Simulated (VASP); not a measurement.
# V3RuN (Pm-3m) in VASP: notebook, part 2 of 2

VASP 6.6.1. Earlier steps stand in the parts before.

## 3. Relaxation of cell and atoms, PBE

This run uses another cell than the first one, of 11.77 Å³/atom, 0.982 times its volume.

The input, INCAR:

```
PREC = Accurate
ENCUT = 600
EDIFF = 1E-6
ISMEAR = -1
SIGMA = 0.1
LREAL = False
LASPH = True
NELM = 100
ALGO = Normal
ISIF = 3
LWAVE = False
LCHARG = False
GGA = PE
IBRION = 2
NSW = 60
EDIFFG = -0.01
```

The input, KPOINTS:

```
regular mesh
0
Gamma
  5 5 5
```

The input, POSCAR:

```
V3RuN
1.0
    3.8899709900      0.0000000000      0.0000000000
    0.0000000000      3.8899709900      0.0000000000
    0.0000000000      0.0000000000      3.8899709900
Ru V N
1 3 1
Direct
    0.0000000000      0.0000000000      0.0000000000
    0.0000000000      0.5000000000      0.5000000000
    0.5000000000      0.0000000000      0.5000000000
    0.5000000000      0.5000000000      0.0000000000
    0.5000000000      0.5000000000      0.5000000000
```

Potentials or basis: VASP PAW PBE potentials, release 64 (Ru_pv, V_sv, N).

Command:

```sh
> cat potpaw_PBE.64/Ru_pv/POTCAR potpaw_PBE.64/V_sv/POTCAR potpaw_PBE.64/N/POTCAR > POTCAR
> mpirun -np 1 vasp_std > vasp.out
```

Run time: 33 s. Hardware: 1 thread of Intel Xeon 6975P-C (Granite Rapids), shared host; peak memory 0.19 GiB.

It converged, with:

```
Free energy                            : -47.4657 eV
Relaxed volume                         : 12.01 Å³/atom
Relaxed cell                           : a = 3.916 Å, b = 3.916 Å, c = 3.916 Å, α = 90.00°, β = 90.00°, γ = 90.00°
Space group after relaxing (to 0.05 Å) : Pm-3m (No. 221)
Energy gained by relaxing              : 3.7 meV/atom
Ionic steps                            : 3
Pressure after relaxing                : 0.0 GPa
Band gap on the k mesh                 : none (metal or under the smearing width)
```

Step by step:
```csv
step,energy change (eV),largest force (eV/Å),pressure (GPa),volume (Å³)
1,0.0000,0.0000,5.13,58.86
2,0.0342,0.0000,-7.85,62.13
3,-0.0186,0.0000,-0.04,60.06
```

Final structure:
```xyz
5
Lattice="3.9161 0.0000 0.0000 0.0000 3.9161 0.0000 0.0000 0.0000 3.9161" Properties=species:S:1:pos:R:3 pbc="T T T"
Ru    0.0000    0.0000    0.0000
V     0.0000    1.9580    1.9580
V     1.9580    0.0000    1.9580
V     1.9580    1.9580    0.0000
N     1.9580    1.9580    1.9580
```

Levels at points of the mesh, in eV from the Fermi level:
| k point | band 25 | band 26 | band 27 | band 28 | band 29 | band 30 | band 31 | band 32 | band 33 | band 34 |
| --- | --- | --- | --- | --- | --- | --- | --- | --- | --- | --- |
| (0.00, 0.00, 0.00) | -3.46 | -0.70 | -0.70 | -0.70 | 0.97 | 0.97 | 1.98 | 1.98 | 2.50 | 2.63 |

Caveat: the run has no spin polarisation, though such a crystal can be magnetic.

## 4. Single point, PBE

The input, INCAR:

```
SYSTEM = V3RuN
PREC = Accurate ; ENCUT = 520
EDIFF = 1E-6 ; ISMEAR = -1
SIGMA = 0.1 ; LREAL = .FALSE.
LASPH = .TRUE. ; NELM = 100
ALGO = Normal ; ISIF = 2
LWAVE = .FALSE. ; LCHARG = .TRUE.
GGA = PE ; LELF = .TRUE.
LVHAR = .TRUE. ; NBANDS = 37
```

The input, KPOINTS:

```
regular mesh
0
G
  5 5 5
  0 0 0
```

Edit POSCAR of step 3 so:

```diff
@@ -2,5 +2,5 @@
 1.0
-    3.8899709900      0.0000000000      0.0000000000
-    0.0000000000      3.8899709900      0.0000000000
-    0.0000000000      0.0000000000      3.8899709900
+    3.9132646533      0.0000000000      0.0000000000
+    0.0000000000      3.9132646533      0.0000000000
+    0.0000000000      0.0000000000      3.9132646533
 Ru V N
```

Potentials or basis: VASP PAW PBE potentials, release 64 (Ru_pv, V_sv, N).

Command:

```sh
> cat potpaw_PBE.64/Ru_pv/POTCAR potpaw_PBE.64/V_sv/POTCAR potpaw_PBE.64/N/POTCAR > POTCAR
> mpirun -np 1 vasp_std > vasp.out
```

OUTCAR:

```text
SYSTEM = V3RuN
   PREC = Accurate
   ENCUT = 520
   EDIFF = 1E-6
   ISMEAR = -1
   LREAL = .FALSE.
   LASPH = .TRUE.
   NELM = 100
   ISIF = 2
   GGA = PE

 ion  position               nearest neighbor table
   1  0.000  0.000  0.000-   2 2.77   3 2.77   4 2.77   2 2.77   3 2.77   2 2.77   4 2.77   2 2.77
                             3 2.77   4 2.77   3 2.77   4 2.77
   2  0.000  0.500  0.500-   5 1.96   5 1.96   4 2.77   1 2.77   1 2.77   4 2.77   1 2.77   3 2.77
                             1 2.77   3 2.77   4 2.77   3 2.77   4 2.77   3 2.77
   3  0.500  0.000  0.500-   5 1.96   5 1.96   4 2.77   1 2.77   1 2.77   4 2.77   2 2.77   4 2.77
                             2 2.77   4 2.77   1 2.77   2 2.77   1 2.77   2 2.77
   4  0.500  0.500  0.000-   5 1.96   5 1.96   3 2.77   1 2.77   2 2.77   3 2.77   2 2.77   1 2.77
                             3 2.77   3 2.77   1 2.77   2 2.77   2 2.77   1 2.77
   5  0.500  0.500  0.500-   2 1.96   3 1.96   4 1.96   4 1.96   3 1.96   2 1.96

  LATTYP: Found a simple cubic cell.
 ALAT       =     3.9132646533

  Lattice vectors:

 A1 = (   3.9132646533,   0.0000000000,   0.0000000000)
 A2 = (   0.0000000000,   3.9132646533,   0.0000000000)
 A3 = (   0.0000000000,   0.0000000000,   3.9132646533)
[... 170 lines left out ...]
 cond. band min:      10.4589538394   @ k =   0.4000   0.4000   0.4000
 fundamental gap:      0.0417208795
 Fermi energy:        10.4575711732

 k-point     1 :       0.0000    0.0000    0.0000
  band No.  band energies     occupation
      1     -53.9396      2.00000
      2     -53.8088      2.00000
      3     -53.8088      2.00000
      4     -31.7682      2.00000
      5     -31.7682      2.00000
      6     -31.7682      2.00000
[... 389 lines left out ...]
     36      12.7489      0.00000
     37      12.9322      0.00000

------------------------ aborting loop because EDIFF is reached ----------------------------------------

  FORCE on cell =-STRESS in cart. coord.  units (eV):
  Direction    XX          YY          ZZ          XY          YZ          ZX
  --------------------------------------------------------------------------------------
  -------------------------------------------------------------------------------------
  Total        0.2011299      0.2011299      0.2011299      0.0000000      0.0000000     -0.0000000
  in kB        5.3773662      5.3773662      5.3773662      0.0000000      0.0000000     -0.0000000
  external PRESSURE =       5.3773662 kB  Pullay stress =       0.0000000 kB

 VOLUME and BASIS-vectors are now :
 -----------------------------------------------------------------------------
  energy-cutoff  :      520.00
  volume of cell :       59.93
      direct lattice vectors                 reciprocal lattice vectors
     3.913264653  0.000000000  0.000000000     0.255541112  0.000000000  0.000000000
     0.000000000  3.913264653  0.000000000     0.000000000  0.255541112  0.000000000
     0.000000000  0.000000000  3.913264653     0.000000000  0.000000000  0.255541112

 POSITION                                       TOTAL-FORCE (eV/Angst)
 -----------------------------------------------------------------------------------
      0.00000      0.00000      0.00000         0.000000      0.000000      0.000000
      0.00000      1.95663      1.95663         0.000000      0.000000      0.000000
      1.95663      0.00000      1.95663         0.000000      0.000000      0.000000
      1.95663      1.95663      0.00000         0.000000      0.000000      0.000000
      1.95663      1.95663      1.95663         0.000000      0.000000      0.000000
 -----------------------------------------------------------------------------------
    total drift:                                0.000000      0.000000     -0.000000

  FREE ENERGIE OF THE ION-ELECTRON SYSTEM (eV)
  ---------------------------------------------------
  free  energy   TOTEN  =       -47.4647621988 eV

  energy  without entropy=      -47.3015535900  energy(sigma->0) =      -47.38315789
```

stdout:

```text
POSCAR found type information on POSCAR RuV N
 POSCAR found :  3 types and       5 ions
 scaLAPACK will be used
 LDA part: xc-table for (Slater+PW92), standard interpolation
 POSCAR, INCAR and KPOINTS ok, starting setup
 FFT: planning ... GRIDC
 FFT: planning ... GRID_SOFT
 FFT: planning ... GRID
 WAVECAR not read
 entering main loop
```

It took 15 s on 1 thread of Intel Xeon 6975P-C (Granite Rapids), shared host; peak memory 0.17 GiB.

Results:

- Free energy: -47.4648 eV
- Pressure: 0.5 GPa
- Band gap on the k mesh: none (metal or under the smearing width)

Caveat: the run has no spin polarisation, though such a crystal can be magnetic.

## 5. The runs side by side

```csv
task,cell,cutoff (eV),gap on the mesh (eV),pressure (GPa)
single point,"Pm-3m, 11.98 Å³/atom",520,none,0.6
relaxation of cell and atoms,relaxed,600,none,0.0
single point,"Pm-3m, 11.99 Å³/atom",520,none,0.5
```

Alike in all rows: level PBE; potentials or basis VASP PAW PBE potentials, release 64 (Ru_pv, V_sv, N); no spin polarisation; k mesh 5 × 5 × 5; smearing fermi-dirac 0.1 eV.

Caveats: the run has no spin polarisation, though such a crystal can be magnetic.

Absolute energies hang on the potentials; compare differences alone.
